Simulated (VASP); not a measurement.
Mg3CdSe2O2: single point with r2SCAN

Crystal: Mg3CdSe2O2.

```
Mg Cd Se O
1.0
     3.66123    0.00000    0.00000
    -1.83062    3.17072    0.00000
     0.00000    0.00000   12.29874
Mg Cd Se O
3 1 2 2
Direct
  0.33333 0.66667 0.91631
  0.00000 0.00000 0.64381
  0.66667 0.33333 0.43240
  0.00000 0.00000 0.14288
  0.33333 0.66667 0.27181
  0.66667 0.33333 0.75431
  0.00000 0.00000 0.96675
  0.00000 0.00000 0.48680
```

The cell was built by a generator and needn't be a form met in nature.

```json
{
  "Program": "VASP 6.6.1",
  "Task": "single point",
  "Functional": "r2SCAN",
  "Potentials or basis": "VASP PAW PBE potentials, release 64 (Mg, Cd, Se, O)",
  "Cutoff": "520 eV",
  "k mesh": "10 × 10 × 4",
  "Occupations": "gaussian, width 0.1 eV",
  "Spin": "no spin polarisation",
  "Further INCAR settings": "ALGO = Normal; EDIFF = 1e-06; NBANDS = 31"
}
```

| Item | Value |
| --- | --- |
| Pressure | -2.2 GPa |
| Largest force | 0.178 eV/Å |
| Band gap on the k mesh | 0.24 eV, direct |

Forces in eV/Å, atoms in the order of the input:
```
Mg   0.000  0.000 -0.040
Mg   0.000  0.000  0.009
Mg   0.000  0.000 -0.063
Cd   0.000  0.000  0.058
Se   0.000  0.000 -0.139
Se   0.000  0.000 -0.150
O    0.000  0.000  0.148
O    0.000  0.000  0.178
```

Stress tensor (GPa, compression positive):
```
-1.93  0.00  0.00
 0.00 -1.93  0.00
 0.00  0.00 -2.69
```

Levels at points of the mesh, in eV from the valence-band top:
| k point | band 19 | band 20 | band 21 | band 22 | band 23 | band 24 |
| --- | --- | --- | --- | --- | --- | --- |
| (0.00, 0.00, 0.00) | -0.59 | 0.00 | 0.00 | 0.24 | 2.63 | 3.82 |
| (0.50, 0.00, 0.00) | -2.08 | -1.66 | -1.11 | 1.68 | 3.16 | 3.36 |
| (0.00, 0.00, 0.50) | -0.59 | 0.00 | 0.00 | 0.96 | 1.63 | 4.51 |
| (0.50, 0.00, 0.50) | -2.48 | -1.64 | -1.12 | 1.89 | 2.90 | 3.36 |

It took 3.2 min on 4 MPI ranks on Intel(R) Xeon(R) 6975P-C (Granite Rapids), on a shared host, peak memory 0.45 GiB a rank.

Caveat: the PAW data sets were made with another functional, which shifts forces and pressure a little. r2SCAN opens gaps a little over a GGA but as a rule still falls short of measured ones.
